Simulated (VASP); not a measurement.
SiC (zinc blende): the mBJ gap over mesh and path against the volume, with the cell scaled uniformly; PBEsol's own equilibrium is at 10.360 Å³/atom. VASP (PAW), 520 eV cut-off, 12×12×12 Γ-centred mesh, Gaussian smearing of 0.050 eV, potentials Si C. mBJ is a potential without an energy functional, so only the levels count. Fit the value as a straight line in ln V.

| V (Å³/atom) | mBJ gap over mesh and path (eV) |
|---|---|
| 9.117 | 2.244 |
| 9.428 | 2.273 |
| 9.739 | 2.300 |
| 10.049 | 2.324 |
| 10.36 | 2.346 |
| 10.671 | 2.366 |

Q: Fit the rows as the text says and predict the value at 10.982.

A: The slope against ln V is 0.78 eV, the volume deformation potential of this gap. The line misses the rows by up to 0.003 and gives 2.391 at 10.982. The run gave 2.384, -0.007 from the line.

Left out are failed runs and those whose mesh is unfit for this quantity.

The compound is SiC in the zinc blende structure. The cell was not relaxed at this level.
